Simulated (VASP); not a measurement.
Given:

```yaml
crystal:
  lattice:
    - [0.00000, 3.17392, 3.17392]
    - [3.17392, 0.00000, 3.17392]
    - [3.17392, 3.17392, 0.00000]
  atoms:
    - { symbol: Sn, position: [0.00000, 0.00000, 0.00000] }
    - { symbol: S, position: [0.75000, 0.75000, 0.75000] }
```

Level of theory: LDA (Ceperley-Alder, Perdew-Zunger), VASP's LDA PAW potentials (set 64) (plane waves; VASP). Numerical set-up: 400 eV cut-off, 11×11×11 Γ-centred mesh, tetrahedra with Blöchl corrections, potentials Sn_d S.

Unless said otherwise, spin-orbit coupling is left out, though it shifts the bands of the heavy elements here.

Q: Predict the energy per atom (σ→0), band gap (on the k-mesh) with the smallest direct gap where there is one.

A: 
```json
{
  "band gap (on the k-mesh)": "none (metal, semimetal or under 0.01 eV)",
  "energy per atom (σ→0)": "-4.651 eV/atom"
}
```

The absolute energy has meaning only against runs of the same code, potentials and settings.

The structure comes from a computed database's SnS entry (F-43m); how it stands against other phases isn't given here. It was relaxed first, which changed the volume by -8 %.
